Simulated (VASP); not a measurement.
Level of theory: PBEsol GGA, VASP's PBE PAW potentials (set 64) (plane waves; VASP).

Input for VASP

File KPOINTS:
```
Automatic mesh
0
Gamma
9 9 9
0 0 0
```

### POSCAR
```
Ni3Fe
1
    3.4615055645     0.0000000000    -0.0000000000
    0.0000000000     3.4615055645    -0.0000000000
    0.0000000000     0.0000000000     3.4615055645
Fe Ni
1 3
Direct
  0.0000000000   0.0000000000   0.0000000000
  0.0000000000   0.5000000000   0.5000000000
  0.5000000000   0.0000000000   0.5000000000
  0.5000000000   0.5000000000   0.0000000000
```

**INCAR**
```
ALGO = Normal
EDIFF = 1E-6
EDIFFG = -0.02
ENCUT = 500
GGA = PS
IBRION = 2
ISIF = 3
ISMEAR = 1
ISPIN = 2
LASPH = .True.
LCHARG = .False.
LMAXMIX = 4
LORBIT = 10
LREAL = .False.
LWAVE = .False.
MAGMOM = 2.8 0.6 0.6 0.6
NELM = 100
NSW = 40
PREC = Accurate
PSTRESS = 50
SIGMA = 0.1
SYSTEM = Ni3Fe
```

POTCAR, in this order: Fe Ni (PBE.64 set). Program: vasp_std.

What VASP printed:

OSZICAR:
```
       N       E                     dE             d eps       ncg     rms          rms(c)
DAV:   1     0.241426919568E+03    0.24143E+03   -0.16903E+04  3604   0.211E+03
DAV:   2    -0.181701483480E+02   -0.25960E+03   -0.25064E+03  3548   0.374E+02
DAV:   3    -0.322653756086E+02   -0.14095E+02   -0.13416E+02  3584   0.121E+02
DAV:   4    -0.324852179325E+02   -0.21984E+00   -0.21886E+00  3752   0.158E+01
DAV:   5    -0.324911709316E+02   -0.59530E-02   -0.59522E-02  4872   0.214E+00    0.234E+01
DAV:   6    -0.286019417431E+02    0.38892E+01   -0.43236E+01  3577   0.100E+02    0.139E+01
DAV:   7    -0.294514124969E+02   -0.84947E+00   -0.10332E+01  4042   0.818E+01    0.197E+01
DAV:   8    -0.276612072178E+02    0.17902E+01   -0.78490E+00  3944   0.511E+01    0.452E+00
DAV:   9    -0.276576376357E+02    0.35696E-02   -0.45850E-01  4259   0.107E+01    0.302E+00
DAV:  10    -0.276288917561E+02    0.28746E-01   -0.69667E-02  4106   0.688E+00    0.124E+00
DAV:  11    -0.276254561642E+02    0.34356E-02   -0.15494E-02  5232   0.157E+00    0.636E-01
DAV:  12    -0.276253265211E+02    0.12964E-03   -0.20481E-03  4463   0.637E-01    0.198E-01
DAV:  13    -0.276253305241E+02   -0.40030E-05   -0.18924E-04  4269   0.203E-01    0.632E-02
DAV:  14    -0.276253336917E+02   -0.31676E-05   -0.10867E-04  4836   0.166E-01    0.379E-02
DAV:  15    -0.276253258210E+02    0.78708E-05   -0.23582E-05  4450   0.893E-02    0.194E-02
DAV:  16    -0.276253259690E+02   -0.14803E-06   -0.27711E-06  2265   0.423E-02
   1 F= -.26330968E+02 E0= -.26331391E+02  d E =-.263310E+02  mag=     4.4799
```

File OUTCAR:
```
------------------------ aborting loop because EDIFF is reached ----------------------------------------
  FORCE on cell =-STRESS in cart. coord.  units (eV):
  Direction    XX          YY          ZZ          XY          YZ          ZX
  --------------------------------------------------------------------------------------
  Total        1.3066492      1.3066492      1.3066492     -0.0000000     -0.0000000      0.0000000
  in kB       50.4747843     50.4747843     50.4747843     -0.0000000     -0.0000000      0.0000000
  external PRESSURE =       0.4747843 kB  Pullay stress =      50.0000000 kB
  volume of cell :       41.48
      direct lattice vectors                 reciprocal lattice vectors
     3.461505564  0.000000000  0.000000000     0.288891634  0.000000000  0.000000000
     0.000000000  3.461505564  0.000000000     0.000000000  0.288891634  0.000000000
     0.000000000  0.000000000  3.461505564     0.000000000  0.000000000  0.288891634
 POSITION                                       TOTAL-FORCE (eV/Angst)
 -----------------------------------------------------------------------------------
      0.00000      0.00000      0.00000         0.000000      0.000000      0.000000
      0.00000      1.73075      1.73075         0.000000      0.000000      0.000000
      1.73075      0.00000      1.73075         0.000000      0.000000      0.000000
      1.73075      1.73075      0.00000         0.000000      0.000000      0.000000
 -----------------------------------------------------------------------------------
    total drift:                                0.000000      0.000000      0.000000
  FREE ENERGIE OF THE ION-ELECTRON SYSTEM (eV)
  ---------------------------------------------------
  free  energy   TOTEN  =       -27.6253259690 eV

  energy  without entropy=      -27.6265973233  energy(sigma->0) =      -27.62574975
  enthalpy is  TOTEN    =       -26.3309676354 eV   P V=        1.2943583336

 total charge

# of ion       s       p       d       tot
------------------------------------------
    1        0.505   0.564   6.176   7.245
    2        0.537   0.579   8.362   9.477
    3        0.537   0.579   8.362   9.477
    4        0.537   0.579   8.362   9.477
--------------------------------------------------
tot          2.116   2.300  31.261  35.676

 magnetization (x)

# of ion       s       p       d       tot
------------------------------------------
    1        0.008   0.000   2.771   2.780
    2       -0.016  -0.044   0.622   0.562
    3       -0.016  -0.044   0.622   0.562
    4       -0.016  -0.044   0.622   0.562
--------------------------------------------------
tot         -0.039  -0.130   4.636   4.467

 reached required accuracy - stopping structural energy minimisation
```
(Selected blocks of OUTCAR.)

The compound is Ni3Fe in the L1_2 structure. It was relaxed first under an external pressure of 5 GPa.
